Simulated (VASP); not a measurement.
```xyz
3
Lattice="0.0000 3.1993 3.1993 3.1993 0.0000 3.1993 3.1993 3.1993 0.0000" Properties=species:S:1:pos:R:3 pbc="T T T"
Mg     1.5996     1.5996     1.5996
Mg     4.7989     4.7989     4.7989
Si     0.0000     0.0000     0.0000
```

Method: vdW-DF2, VASP's PBE PAW potentials (set 64) (plane waves; VASP). Numerical set-up: 520 eV cut-off, 6×6×6 Γ-centred mesh, Gaussian smearing of 0.050 eV, potentials Mg Si.

**Question.** What does the run give for the energy per atom (σ→0), band gap (on the k-mesh) with the smallest direct gap where there is one?

**Answer.** 
* **band gap (on the k-mesh)**: 0.34 eV
* **smallest direct gap (on the k-mesh)**: 1.81 eV
* **energy per atom (σ→0)**: -1.226 eV/atom

Total energies compare only between runs with the same potentials, cut-off and functional.

The compound is Mg2Si in the antifluorite structure. It was relaxed first. The start is the result of an earlier pass.
